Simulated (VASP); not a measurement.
An input for Quantum ESPRESSO's pw.x (written as the equivalent of a VASP run, and not itself run):

```
&CONTROL
  calculation = 'vc-relax'
  pseudo_dir = './pseudo'
  outdir = './out'
  tprnfor = .true.
  tstress = .true.
  nstep = 60
  forc_conv_thr = 0.00039
/
&SYSTEM
  ibrav = 0
  nat = 2
  ntyp = 1
  ecutwfc = 58
  occupations = 'smearing'
  smearing = 'methfessel-paxton'
  degauss = 0.00735
  input_dft = 'pbe'
  vdw_corr = 'grimme-d3'
  dftd3_version = 4
  dftd3_threebody = .false.
/
&ELECTRONS
  conv_thr = 7.3e-08
  electron_maxstep = 100
/
&IONS
/
&CELL
/
ATOMIC_SPECIES
  Hf 178.490 Hf.upf
CELL_PARAMETERS angstrom
     1.5839636   -2.7435054    0.0000000
     1.5839636    2.7435054    0.0000000
    -0.0000000   -0.0000000    5.0113489
ATOMIC_POSITIONS crystal
  Hf   0.3333330  0.6666670  0.2500000
  Hf   0.6666670  0.3333330  0.7500000
K_POINTS automatic
  12 12 7 0 0 0
```

Question: Translate this input to VASP (INCAR, KPOINTS, POSCAR, choice of POTCAR).

Answer: Several could match; the one computed here: 
KPOINTS:
```
Automatic mesh
0
Gamma
12 12 7
0 0 0
```

**POSCAR**
```
Hf
1
    1.5839635984    -2.7435053925     0.0000000000
    1.5839635984     2.7435053925     0.0000000000
   -0.0000000000    -0.0000000000     5.0113489273
Hf
2
Direct
  0.3333330000   0.6666670000   0.2500000000
  0.6666670000   0.3333330000   0.7500000000
```

### INCAR
```
SYSTEM = Hf
PREC = Accurate
ENCUT = 520
EDIFF = 1E-6
NELM = 100
ALGO = Normal
LREAL = .FALSE.
LASPH = .TRUE.
ISMEAR = 1
SIGMA = 0.1
GGA = PE
IVDW = 12
LMAXMIX = 6
LWAVE = .FALSE.
LCHARG = .FALSE.
IBRION = 2
ISIF = 3
NSW = 60
EDIFFG = -0.01
```

POTCAR, in this order: Hf_pv (PBE.64 set). Program: vasp_std.

The two are equivalent in intent, not identical: the potentials are each code's own (VASP's PAW set, PseudoDojo norm-conserving files in pw.x), so ENCUT and ecutwfc are chosen apart and not converted; conv_thr bounds pw.x's estimated SCF error, while EDIFF bounds the energy change between steps; forc_conv_thr acts on force components and is met together with etot_conv_thr.

The compound is Hf in the hcp structure. It was relaxed first. The start is the result of an earlier pass.
